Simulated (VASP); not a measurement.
The input files of a VASP run:

**INCAR**
```
SYSTEM = ZnF2
PREC = Accurate; ENCUT = 520; LREAL = .FALSE.
LASPH = .TRUE.
EDIFF = 1E-7; NELM = 100; ALGO = Normal
LMAXMIX = 4
ISMEAR = -5
GGA = 91
ISIF = 2
LWAVE = .FALSE.; LCHARG = .TRUE.; LORBIT = 11
NEDOS = 601
LEFG = .TRUE.
```

POSCAR:
```
ZnF2
1
    4.7909315123    -0.0000000000     0.0000000000
   -0.0000000000     4.7909315123     0.0000000000
    0.0000000000     0.0000000000     3.1783091087
Zn F
2 4
Direct
  0.0000000000   1.0000000000   0.0000000000
  0.5000000000   0.5000000000   0.5000000000
  0.3041467770   0.3041467770   0.0000000000
  0.8041467770   0.1958532230   0.5000000000
  0.1958532230   0.8041467770   0.5000000000
  0.6958532230   0.6958532230   0.0000000000
```

File KPOINTS:
```
Automatic mesh
0
Gamma
5 5 8
0 0 0
```

POTCAR, in this order: Zn F (PBE.64 set). Program: vasp_std.

Problem. Translate this PW91 calculation to Quantum ESPRESSO's pw.x.

Solution. One equivalent input (not run):
```
&CONTROL
  calculation = 'scf'
  pseudo_dir = './pseudo'
  outdir = './out'
  tprnfor = .true.
  tstress = .true.
/
&SYSTEM
  ibrav = 0
  nat = 6
  ntyp = 2
  ecutwfc = 84
  occupations = 'tetrahedra'
  input_dft = 'pw91'
/
&ELECTRONS
  conv_thr = 7.3e-09
  electron_maxstep = 100
/
ATOMIC_SPECIES
  Zn 65.380 Zn.upf
  F 18.998 F.upf
CELL_PARAMETERS angstrom
     4.7909315   -0.0000000    0.0000000
    -0.0000000    4.7909315    0.0000000
     0.0000000    0.0000000    3.1783091
ATOMIC_POSITIONS crystal
  Zn   0.0000000  1.0000000  0.0000000
  Zn   0.5000000  0.5000000  0.5000000
  F    0.3041468  0.3041468  0.0000000
  F    0.8041468  0.1958532  0.5000000
  F    0.1958532  0.8041468  0.5000000
  F    0.6958532  0.6958532  0.0000000
K_POINTS automatic
  5 5 8 0 0 0
```
The two are equivalent in intent, not identical: the potentials are each code's own (VASP's PAW set, PseudoDojo norm-conserving files in pw.x), so ENCUT and ecutwfc are chosen apart and not converted; conv_thr bounds pw.x's estimated SCF error, while EDIFF bounds the energy change between steps; the field gradients of LEFG aren't asked of the other code.

The compound is ZnF2 in the rutile structure. It was relaxed first, which changed the volume by +6 %.
